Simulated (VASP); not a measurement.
Data:

```yaml
crystal:
  lattice:
    - [3.46215, -1.88357, -0.06951]
    - [3.46215, 1.88357, -0.06951]
    - [2.49998, 0.00000, 3.04782]
  atoms:
    - { symbol: As, position: [0.23206, 0.23206, 0.23206] }
    - { symbol: As, position: [0.76794, 0.76794, 0.76794] }
```

Calculation: PBEsol GGA, VASP's PBE PAW potentials (set 64) (plane waves; VASP). Run with 480 eV cut-off, 12×12×12 Γ-centred mesh, first-order Methfessel-Paxton smearing of 0.10 eV, potentials As.

Estimate the energy per atom (σ→0), pressure, band gap (on the k-mesh) with the smallest direct gap where there is one.

```yaml
band gap (on the k-mesh): none (metal, semimetal or under 0.01 eV)
energy per atom (σ→0): -5105 meV/atom
pressure: 20.0 kbar
```

The absolute energy has meaning only against runs of the same code, potentials and settings.

The compound is As in the a7 structure. It was relaxed first under an external pressure of 2 GPa.
